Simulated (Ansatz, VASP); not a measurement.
WI in VASP and in Ansatz

```
W I
1.0
     3.37427    0.00000    0.00000
     0.00000    3.37427    0.00000
     0.00000    0.00000    3.37427
W I
1 1
Direct
  0.00000 0.00000 0.00000
  0.50000 0.50000 0.50000
```

Alike in both runs: functional PBE; k mesh 16 × 16 × 16; occupations gaussian, width 0.1 eV; no spin polarisation.

Ansatz relaxed the structure, and its values are those at the end. VASP's run is a single point on that final structure, the one shown.

|  | VASP | Ansatz |
| --- | --- | --- |
| version | VASP 6.6.1 | Ansatz 0.2.0 |
| potentials or method | VASP PAW PBE potentials, release 64 (W_sv, I) | scalar-relativistic, plane waves, PAW |
| plane-wave cutoff (eV) | 520 | 420 |
| valence electrons in the cell | 21 | 31 |

VASP gave:

* gap on the k mesh at the Fermi level (eV): none
* pressure (GPa): -0.1

Q: Estimate Ansatz's values.

A: gap on the k mesh at the Fermi level (eV): none; pressure (GPa): 0.0.

A gap of «none» marks a metal or a gap that the smearing closes. The two sets of potentials don't hold the same shells in valence.

Caveats: an odd number of electrons without spin polarisation forces a metal; a magnetic or distorted state may lie lower. The runs have no spin-orbit coupling, so splittings on I, W are missing.
